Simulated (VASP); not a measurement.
# AlCo: how cutoff and mesh change the relaxed cell, part 2 of 2

How far does the relaxed cell of AlCo depend on cutoff and k mesh? The starting structure is a computed structure from the Materials Project. The first relaxation on each setting starts from this cell expanded by 3 % in volume.

VASP 6.6.1.

Results so far: reference 11.24 Å³ an atom; a cutoff of 270 eV 11.20 Å³ an atom; a 9×9×9 mesh 11.24 Å³ an atom.

**5. Relaxation with a cutoff of 600 eV**

Level of this step: PBEsol, spin-polarised from a ferromagnetic start; plane waves and PAW (Co, Al) (VASP).

Against step 2 the input has ENCUT = 600.

INCAR

```
SYSTEM = AlCo
PREC = Accurate
ENCUT = 600
EDIFF = 1E-06
NELM = 100
ISMEAR = 1
SIGMA = 0.15
LREAL = .FALSE.
ALGO = Normal
GGA = PS
NBANDS = 13
ISPIN = 2
MAGMOM = 2 0
LMAXMIX = 4
LORBIT = 11
LWAVE = .FALSE.
LCHARG = .FALSE.
KPAR = 4
IBRION = 2
NSW = 50
ISIF = 3
EDIFFG = -0.006
```

POSCAR

```
AlCo
1.0
    2.8473199088      0.0000000000      0.0000000000
    0.0000000000      2.8473199088      0.0000000000
    0.0000000000      0.0000000000      2.8473199088
Co Al
1 1
Direct
    0.5000000000      0.5000000000      0.5000000000
    0.0000000000      0.0000000000      0.0000000000
```

KPOINTS

```
Automatic mesh
0
Gamma
16 16 16
0 0 0
```

The projector-augmented-wave data sets are Co and Al (PBE family, release 64).

Launch:

```
$ mpirun -np 4 vasp_std
```

Output:

```text
[... set-up lines as in an earlier step ...]
 entering main loop
       N       E                     dE             d eps       ncg     rms          rms(c)
DAV:   1     0.392036398754E+02    0.39204E+02   -0.57937E+03  8644   0.110E+03
DAV:   2    -0.127027047845E+02   -0.51906E+02   -0.47499E+02  9020   0.184E+02
DAV:   3    -0.145088724188E+02   -0.18062E+01   -0.17768E+01 10430   0.389E+01
DAV:   4    -0.145371465513E+02   -0.28274E-01   -0.28258E-01 10135   0.434E+00
[...]
DAV:  12    -0.130670821982E+02    0.68029E-05   -0.63622E-05 11014   0.788E-02    0.369E-02
DAV:  13    -0.130670839869E+02   -0.17887E-05   -0.91348E-06 10102   0.240E-02    0.875E-03
DAV:  14    -0.130670835683E+02    0.41861E-06   -0.81354E-07  5425   0.102E-02
   1 F= -.13067084E+02 E0= -.13067532E+02  d E =-.130671E+02  mag=     0.0004
[...]
N       E                     dE             d eps       ncg     rms          rms(c)
DAV:   1    -0.135402718087E+02   -0.47319E+00   -0.55149E+00  9590   0.347E+01    0.622E+00
[...]
DAV:   6    -0.130685368793E+02    0.11911E-04   -0.22185E-04 10461   0.186E-01    0.402E-02
DAV:   7    -0.130685365765E+02    0.30278E-06   -0.45801E-06 10785   0.176E-02
   2 F= -.13068537E+02 E0= -.13068974E+02  d E =-.145301E-02  mag=     0.0000
 trial-energy change:   -0.001453  1 .order    0.000667   -0.033318    0.034651
 step:   0.5367(harm=  0.4902)  dis= 0.00000  next Energy=   -13.076352 (dE=-0.927E-02)
[...]
N       E                     dE             d eps       ncg     rms          rms(c)
DAV:   1    -0.131788591089E+02   -0.11032E+00   -0.12174E+00  9460   0.166E+01    0.283E+00
DAV:   2    -0.133295647487E+02   -0.15071E+00   -0.35697E+00 10120   0.236E+01    0.394E+00
DAV:   3    -0.130790243270E+02    0.25054E+00   -0.14250E+00  9890   0.156E+01    0.462E-01
DAV:   4    -0.130764563738E+02    0.25680E-02   -0.57054E-03  9335   0.676E-01    0.166E-01
DAV:   5    -0.130761262381E+02    0.33014E-03   -0.95992E-04 13200   0.290E-01    0.293E-02
DAV:   6    -0.130761317779E+02   -0.55398E-05   -0.22714E-05  9721   0.531E-02    0.611E-03
DAV:   7    -0.130761310556E+02    0.72231E-06   -0.10327E-06  5970   0.150E-02
   3 F= -.13076131E+02 E0= -.13076584E+02  d E =-.904749E-02  mag=     0.0000
[...]
reached required accuracy - stopping structural energy minimisation
```

It took 16 s on 4 MPI ranks of Intel Xeon 6975P-C (Granite Rapids), shared host; peak memory 0.87 GiB; 63 s of CPU time.

OUTCAR, selected parts (step 5):

```text
  Total        0.0015899      0.0015899      0.0015899     -0.0000000      0.0000000     -0.0000000
  in kB        0.1133112      0.1133112      0.1133112     -0.0000000      0.0000000     -0.0000000
  external PRESSURE =       0.1133112 kB  Pullay stress =       0.0000000 kB

 POSITION                                       TOTAL-FORCE (eV/Angst)
 -----------------------------------------------------------------------------------
      1.41115      1.41115      1.41115        -0.000000      0.000000      0.000000
      0.00000      0.00000      0.00000         0.000000     -0.000000      0.000000
 -----------------------------------------------------------------------------------
    total drift:                                0.000000     -0.000000     -0.000000

  FREE ENERGIE OF THE ION-ELECTRON SYSTEM (eV)
  ---------------------------------------------------
  free  energy   TOTEN  =       -13.0761310556 eV

  energy  without entropy=      -13.0774884928  energy(sigma->0) =      -13.07658353

 magnetization (x)
# of ion       s       p       d       tot
------------------------------------------
    1        0.000   0.000   0.000   0.000
    2       -0.000  -0.000   0.000  -0.000
--------------------------------------------------
tot         -0.000   0.000   0.000   0.000

[... 2 parts as in an earlier step ...]

[... 2 further parts left out ...]
[key lines of the parts left out:]
E-fermi :  10.8512
```

With a cutoff of 600 eV the cell ends at 11.240 Å³ an atom, +0.00 % from the reference.

**6. Relaxation with a 22×22×22 mesh**

Against step 2 the input has a 22×22×22 mesh.

INCAR: that of step 5 with these lines changed.

```diff
@@ -2,3 +2,3 @@
 PREC = Accurate
-ENCUT = 600
+ENCUT = 450
 EDIFF = 1E-06
```

POSCAR is that of step 5.

KPOINTS

```
Automatic mesh
0
Gamma
22 22 22
0 0 0
```

Launch:

```
$ mpirun -np 4 vasp_std
```

Output:

```text
[... set-up lines as in an earlier step ...]
 entering main loop
       N       E                     dE             d eps       ncg     rms          rms(c)
DAV:   1     0.323043690489E+02    0.32304E+02   -0.47648E+03 19325   0.867E+02
DAV:   2    -0.131308234358E+02   -0.45435E+02   -0.41481E+02 19873   0.162E+02
DAV:   3    -0.145165250574E+02   -0.13857E+01   -0.13715E+01 23232   0.330E+01
DAV:   4    -0.145373575725E+02   -0.20833E-01   -0.20826E-01 22252   0.370E+00
[...]
DAV:  12    -0.130674138478E+02    0.23030E-05   -0.88859E-05 23929   0.922E-02    0.374E-02
DAV:  13    -0.130674163480E+02   -0.25002E-05   -0.12347E-05 23517   0.277E-02    0.875E-03
DAV:  14    -0.130674160759E+02    0.27211E-06   -0.70688E-07 11789   0.924E-03
   1 F= -.13067416E+02 E0= -.13067979E+02  d E =-.130674E+02  mag=     0.0004
[...]
N       E                     dE             d eps       ncg     rms          rms(c)
DAV:   1    -0.135488231214E+02   -0.48141E+00   -0.56326E+00 21168   0.347E+01    0.629E+00
[...]
DAV:   7    -0.130686903568E+02    0.18660E-05   -0.89999E-06 27749   0.251E-02    0.348E-03
DAV:   8    -0.130686900466E+02    0.31024E-06   -0.60856E-07 12414   0.976E-03
   2 F= -.13068690E+02 E0= -.13069242E+02  d E =-.127397E-02  mag=    -0.0000
 trial-energy change:   -0.001274  1 .order   -0.000258   -0.034050    0.033534
 step:   0.5263(harm=  0.5038)  dis= 0.00000  next Energy=   -13.076525 (dE=-0.911E-02)
[...]
N       E                     dE             d eps       ncg     rms          rms(c)
DAV:   1    -0.131856445576E+02   -0.11695E+00   -0.13055E+00 20923   0.170E+01    0.293E+00
DAV:   2    -0.133470213045E+02   -0.16138E+00   -0.38379E+00 22318   0.243E+01    0.409E+00
DAV:   3    -0.130795738694E+02    0.26745E+00   -0.15326E+00 21838   0.160E+01    0.477E-01
DAV:   4    -0.130770102221E+02    0.25636E-02   -0.58342E-03 20713   0.648E-01    0.186E-01
DAV:   5    -0.130765996034E+02    0.41062E-03   -0.12411E-03 29354   0.330E-01    0.297E-02
DAV:   6    -0.130766057242E+02   -0.61208E-05   -0.25446E-05 21180   0.527E-02    0.798E-03
DAV:   7    -0.130766050270E+02    0.69725E-06   -0.69646E-07 13975   0.905E-03
   3 F= -.13076605E+02 E0= -.13077171E+02  d E =-.918895E-02  mag=    -0.0000
[...]
reached required accuracy - stopping structural energy minimisation
```

It took 35 s on 4 MPI ranks; peak memory 0.95 GiB.

OUTCAR, selected parts (step 6):

```text
  Total       -0.0050282     -0.0050282     -0.0050282      0.0000000     -0.0000000     -0.0000000
  in kB       -0.3582669     -0.3582669     -0.3582669      0.0000000     -0.0000000     -0.0000000
  external PRESSURE =      -0.3582669 kB  Pullay stress =       0.0000000 kB

 POSITION                                       TOTAL-FORCE (eV/Angst)
 -----------------------------------------------------------------------------------
      1.41126      1.41126      1.41126        -0.000000      0.000000      0.000000
      0.00000      0.00000      0.00000         0.000000     -0.000000      0.000000
 -----------------------------------------------------------------------------------
    total drift:                               -0.000000      0.000000     -0.000000

  FREE ENERGIE OF THE ION-ELECTRON SYSTEM (eV)
  ---------------------------------------------------
  free  energy   TOTEN  =       -13.0766050270 eV

  energy  without entropy=      -13.0783017621  energy(sigma->0) =      -13.07717061

 magnetization (x)
# of ion       s       p       d       tot
------------------------------------------
    1       -0.000  -0.000  -0.000  -0.000
    2        0.000   0.000   0.000   0.000
--------------------------------------------------
tot         -0.000   0.000  -0.000  -0.000

[... 1 part as in an earlier step ...]

[... 3 further parts left out ...]
[key lines of the parts left out:]
E-fermi :  10.8440
```

With a 22×22×22 mesh the cell ends at 11.243 Å³ an atom, +0.02 % from the reference.

**7. Comparison**

```csv
run,volume (Å³/atom),change (%),pressure left (GPa),core minutes
reference,11.24,-,0.01,0.907
a cutoff of 270 eV,11.198,-0.38,-0.08,0.387
a 9×9×9 mesh,11.241,0.0,-0.01,0.32
a cutoff of 600 eV,11.24,0.0,0.01,1.08
a 22×22×22 mesh,11.243,0.02,-0.04,2.33
```

Core minutes are wall time times ranks, summed over the relaxations behind a row (those for a bulk modulus apart), on shared hosts.

**8. Summary of results**

* volume of the reference: 11.24 Å³/atom
* volume against the reference, a cutoff of 270 eV: -0.38 %
* volume against the reference, a 9×9×9 mesh: +0.00 %
* volume against the reference, a cutoff of 600 eV: +0.00 %
* volume against the reference, a 22×22×22 mesh: +0.02 %

What this shows: The volume moves most with a cutoff of 270 eV: -0.38 % against the reference (450 eV, 16×16×16 mesh). On finer settings it changes by +0.00 % with a cutoff of 600 eV and +0.02 % with a 22×22×22 mesh. The relaxations stop with up to 0.08 GPa left, which at a bulk modulus of 50 GPa, to name a scale, is 0.17 % of the volume. A cell that shrinks at the lower cutoff is the usual mark of Pulay stress, the error that a plane-wave basis makes when it is kept while the volume changes. Further runs on this material are not shown.

[Lines on the potential files, build, host, timing and source positions are cut from VASP's logs without a mark.]

[Logs are printed without paths, hosts, clocks, repeated set-up lines and the standing remarks that a program may print on its own settings, such as how far it seeks lower states.]

[Hosts, paths, dates, database ids (printed as entryN), source tags and the programs' standing remarks are cut or masked in the printed files.]
